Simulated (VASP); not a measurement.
An input for Ansatz (written as the equivalent of a VASP run, and not itself run):

Ansatz 0.2 input:
```yaml
crystal:
  lattice:
    - [4.3505230, 0.0000000, 0.0000000]
    - [-2.1752620, 3.7676640, 0.0000000]
    - [0.0000000, 0.0000000, 29.5435950]
  atoms:
    - { symbol: Cd, position: [0.0000000, 0.0000000, 0.0000000] }
    - { symbol: Cd, position: [0.6666670, 0.3333330, 0.7499500] }
    - { symbol: Cd, position: [0.3333330, 0.6666670, 0.2500500] }
    - { symbol: Cd, position: [0.0000000, 0.0000000, 0.5000000] }
    - { symbol: I, position: [0.0000000, 0.0000000, 0.3091700] }
    - { symbol: I, position: [0.0000000, 0.0000000, 0.6908300] }
    - { symbol: I, position: [0.6666670, 0.3333330, 0.4411000] }
    - { symbol: I, position: [0.3333330, 0.6666670, 0.5589000] }
    - { symbol: I, position: [0.3333330, 0.6666670, 0.8091300] }
    - { symbol: I, position: [0.6666670, 0.3333330, 0.1908700] }
    - { symbol: I, position: [0.6666670, 0.3333330, 0.9411000] }
    - { symbol: I, position: [0.3333330, 0.6666670, 0.0589000] }
kpoints:
  mp_grid: { grid: [5, 5, 1] }
hamiltonian:
  xc: revpbe
  pseudopotentials: { kind: paw }
scf:
  occupations: { method: fermi_dirac, width: 0.02 }
  max_iter: 100
output: { forces: true, stress: true, eigenvalues: true }
```

**Question.** Write the VASP files for the same calculation (revPBE).

**Answer.** One answer among several that fit: 
POSCAR:
```
CdI2
1
    4.3505230000     0.0000000000     0.0000000000
   -2.1752620000     3.7676640000     0.0000000000
    0.0000000000     0.0000000000    29.5435950000
Cd I
4 8
Direct
  0.0000000000   0.0000000000   0.0000000000
  0.6666670000   0.3333330000   0.7499500000
  0.3333330000   0.6666670000   0.2500500000
  0.0000000000   0.0000000000   0.5000000000
  0.0000000000   0.0000000000   0.3091700000
  0.0000000000   0.0000000000   0.6908300000
  0.6666670000   0.3333330000   0.4411000000
  0.3333330000   0.6666670000   0.5589000000
  0.3333330000   0.6666670000   0.8091300000
  0.6666670000   0.3333330000   0.1908700000
  0.6666670000   0.3333330000   0.9411000000
  0.3333330000   0.6666670000   0.0589000000
```

### INCAR
```
# general
SYSTEM  = CdI2
PREC    = Accurate
ENCUT   = 300
LREAL   = .FALSE.
LASPH   = .TRUE.

# electronic loop
EDIFF   = 1E-6
NELM    = 100
ALGO    = Normal
LMAXMIX = 4

# smearing
ISMEAR  = -1
SIGMA   = 0.02

# functional
GGA     = RE

# ions
ISIF    = 2

# output
LWAVE   = .FALSE.
LCHARG  = .FALSE.
```

**KPOINTS**
```
K-points
0
gamma
  5 5 1
0 0 0
```

POTCAR, in this order: Cd I (PBE.64 set). Program: vasp_std.

Limits of the translation: each code has its own PAW files, so the cut-off isn't converted (ENCUT is set for VASP's; basis.ecutwfc is left out, and Ansatz then takes the one that its files recommend); Ansatz stops its SCF on the density residual and VASP on the energy change (EDIFF).

The structure comes from a computed database's CdI2 entry; how it stands against other phases isn't given here. The cell was not relaxed at this level.
